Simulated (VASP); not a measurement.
VASP input:

**INCAR**
```
SYSTEM = I
PREC = Accurate; ENCUT = 400; LREAL = .FALSE.
LASPH = .TRUE.
EDIFF = 1E-6; NELM = 100; ALGO = Normal
LMAXMIX = 4
ISMEAR = 0; SIGMA = 0.05
GGA = PS
IBRION = 2; NSW = 60; ISIF = 3
EDIFFG = -0.01
LWAVE = .FALSE.; LCHARG = .FALSE.
```

File KPOINTS:
```
K-points
0
G
7 7 7
```

POSCAR:
```
I
1
    3.4002310000     0.0000000000     0.0000000000
    0.0000000000     3.4002310000     0.0000000000
    0.0000000000     0.0000000000     3.4002310000
I
1
Direct
  0.0000000000   0.0000000000   0.0000000000
```

POTCAR, in this order: I (PBE.64 set). Program: vasp_std.

Task: Translate this PBEsol calculation to Ansatz.

Result: One equivalent input (not run):
Ansatz 0.2 input:
```yaml
crystal:
  lattice:
    - [3.4002310, 0.0000000, 0.0000000]
    - [0.0000000, 3.4002310, 0.0000000]
    - [0.0000000, 0.0000000, 3.4002310]
  atoms:
    - { symbol: I, position: [0.0000000, 0.0000000, 0.0000000] }
kpoints:
  mp_grid: { grid: [7, 7, 7] }
hamiltonian:
  xc: pbesol
  pseudopotentials: { kind: paw }
scf:
  occupations: { method: gaussian, width: 0.05 }
  max_iter: 100
relax:
  max_steps: 60
  f_tol: 0.01
  cell: {}
output: { forces: true, stress: true, eigenvalues: true }
```
The two are equivalent in intent, not identical: each code has its own PAW files, so the cut-off isn't converted (ENCUT is set for VASP's; basis.ecutwfc is left out, and Ansatz then takes the one that its files recommend); Ansatz stops its SCF on the density residual and VASP on the energy change (EDIFF).

The structure was generated: I was put into the simple-cubic type (Pm-3m), which need not be its known phase. This run relaxes it. Symmetry was kept, so distortions that lower it aren't found.
